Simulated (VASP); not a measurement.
Here is the system:

```yaml
crystal:
  lattice:
    - [0.00000, 3.24214, 3.24214]
    - [3.24214, 0.00000, 3.24214]
    - [3.24214, 3.24214, 0.00000]
  atoms:
    - { symbol: Sn, position: [0.00000, 0.00000, 0.00000] }
    - { symbol: Te, position: [0.50000, 0.50000, 0.50000] }
```

Computed with RPBE GGA, VASP's PBE PAW potentials (set 64) (plane waves; VASP). Run with 520 eV cut-off, Gaussian smearing of 0.050 eV, potentials Sn_d Te.

Unless said otherwise, spin-orbit coupling is left out, though it shifts the bands of the heavy elements here.

### Question
Estimate the band gap (along the path) with the smallest direct gap where there is one.

### Answer

```yaml
band gap (along the path): 0.18 eV
smallest direct gap (along the path): 0.18 eV
```

Only differences to runs with the same potentials and settings are physical.

The compound is SnTe in the rock salt structure, which distorts at low temperature. It was relaxed first, which changed the volume by +8 %.
